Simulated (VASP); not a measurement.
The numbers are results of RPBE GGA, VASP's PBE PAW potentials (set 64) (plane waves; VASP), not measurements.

The input files of a VASP run:

**KPOINTS**
```
Automatic mesh
0
Gamma
11 11 11
0 0 0
```

POSCAR:
```
C
3.638340
  0.0000000000   0.5000000000   0.5000000000
  0.5000000000   0.0000000000   0.5000000000
  0.5000000000   0.5000000000   0.0000000000
C
2
direct
  0.0000000000   0.0000000000   0.0000000000
  0.2500000000   0.2500000000   0.2500000000
```

### INCAR
```
ALGO = Normal
EDIFF = 1E-6
ENCUT = 520
GGA = RP
ISIF = 2
ISMEAR = 0
LASPH = T
LCHARG = F
LREAL = F
LWAVE = F
NELM = 100
PREC = Accurate
SIGMA = 0.05
SYSTEM = C
```

POTCAR, in this order: C (PBE.64 set). Program: vasp_std.

What VASP printed:

### OSZICAR
```
       N       E                     dE             d eps       ncg     rms          rms(c)
DAV:   1     0.210619597805E+01    0.21062E+01   -0.49704E+03   928   0.978E+02
DAV:   2    -0.175241523486E+02   -0.19630E+02   -0.18669E+02  1384   0.114E+02
DAV:   3    -0.176721222933E+02   -0.14797E+00   -0.14797E+00   992   0.130E+01
DAV:   4    -0.176723290817E+02   -0.20679E-03   -0.20679E-03  1256   0.520E-01
DAV:   5    -0.176723292314E+02   -0.14961E-06   -0.14961E-06   976   0.838E-03    0.528E+00
DAV:   6    -0.173224380770E+02    0.34989E+00   -0.26138E-01   928   0.406E+00    0.321E+00
DAV:   7    -0.172091802365E+02    0.11326E+00   -0.29532E-01  1080   0.451E+00    0.661E-01
DAV:   8    -0.172115432798E+02   -0.23630E-02   -0.30496E-03   984   0.594E-01    0.599E-02
DAV:   9    -0.172116130750E+02   -0.69795E-04   -0.29826E-04  1304   0.153E-01    0.319E-02
DAV:  10    -0.172116385192E+02   -0.25444E-04   -0.39411E-05   904   0.720E-02    0.556E-03
DAV:  11    -0.172116384303E+02    0.88880E-07   -0.20832E-07   960   0.513E-03
   1 F= -.17211638E+02 E0= -.17211638E+02  d E =-.292188E-11
```

OUTCAR:
```
------------------------ aborting loop because EDIFF is reached ----------------------------------------
  FORCE on cell =-STRESS in cart. coord.  units (eV):
  Direction    XX          YY          ZZ          XY          YZ          ZX
  --------------------------------------------------------------------------------------
  Total       -1.1746105     -1.1746105     -1.1746105      0.0000000      0.0000000     -0.0000000
  in kB     -156.2984252   -156.2984252   -156.2984252      0.0000000      0.0000000     -0.0000000
  external PRESSURE =    -156.2984252 kB  Pullay stress =       0.0000000 kB
  volume of cell :       12.04
      direct lattice vectors                 reciprocal lattice vectors
     0.000000000  1.819170000  1.819170000    -0.274850619  0.274850619  0.274850619
     1.819170000  0.000000000  1.819170000     0.274850619 -0.274850619  0.274850619
     1.819170000  1.819170000  0.000000000     0.274850619  0.274850619 -0.274850619
 POSITION                                       TOTAL-FORCE (eV/Angst)
 -----------------------------------------------------------------------------------
      0.00000      0.00000      0.00000         0.000000      0.000000      0.000000
      0.90958      0.90958      0.90958        -0.000000     -0.000000     -0.000000
 -----------------------------------------------------------------------------------
    total drift:                                0.000000      0.000000      0.000000
  FREE ENERGIE OF THE ION-ELECTRON SYSTEM (eV)
  ---------------------------------------------------
  free  energy   TOTEN  =       -17.2116384303 eV

  energy  without entropy=      -17.2116384303  energy(sigma->0) =      -17.21163843
```
(Selected blocks of OUTCAR.)

OUTCAR:
```
 val. band max:        9.0059778817   @ k =   0.0000   0.0000   0.0000

 cond. band min:      13.0060647942   @ k =   0.3636   0.3636   0.0000


 Fermi energy:         9.2114986680

 k-point     1 :       0.0000    0.0000    0.0000
  band No.  band energies     occupation
      1     -11.7611      2.00000
      2       9.0060      2.00000
      3       9.0060      2.00000
      4       9.0060      2.00000
      5      14.4377      0.00000
      6      14.4377      0.00000
      7      14.4377      0.00000
      8      20.9399      0.00000

 k-point     2 :       0.0909    0.0000    0.0000
  band No.  band energies     occupation
      1     -11.5414      2.00000
      2       7.6349      2.00000
      3       8.6515      2.00000
      4       8.6515      2.00000
      5      14.9035      0.00000
      6      14.9035      0.00000
      7      15.1777      0.00000
      8      21.2002      0.00000

 k-point     3 :       0.1818    0.0000    0.0000
  band No.  band energies     occupation
      1     -10.8860      2.00000
      2       4.8988      2.00000
      3       7.9110      2.00000
      4       7.9110      2.00000
      5      15.8728      0.00000
      6      15.8728      0.00000
      7      16.1471      0.00000
      8      21.9539      0.00000

 k-point     4 :       0.2727    0.0000    0.0000
  band No.  band energies     occupation
      1      -9.8093      2.00000
      2       1.9146      2.00000
      3       7.1872      2.00000
      4       7.1872      2.00000
      5      16.6758      0.00000
      6      16.7039      0.00000
      7      16.7039      0.00000
      8      22.9644      0.00000

 k-point     5 :       0.3636    0.0000    0.0000
  band No.  band energies     occupation
      1      -8.3538      2.00000
      2      -0.9230      2.00000
      3       6.6568      2.00000
      4       6.6568      2.00000
      5      16.9097      0.00000
      6      17.1127      0.00000
      7      17.1127      0.00000
...
```

The compound is C in the diamond structure. The cell was not relaxed at this level. The run is one of a series of settings (GGA = RP against the base run), some of them coarse on purpose.
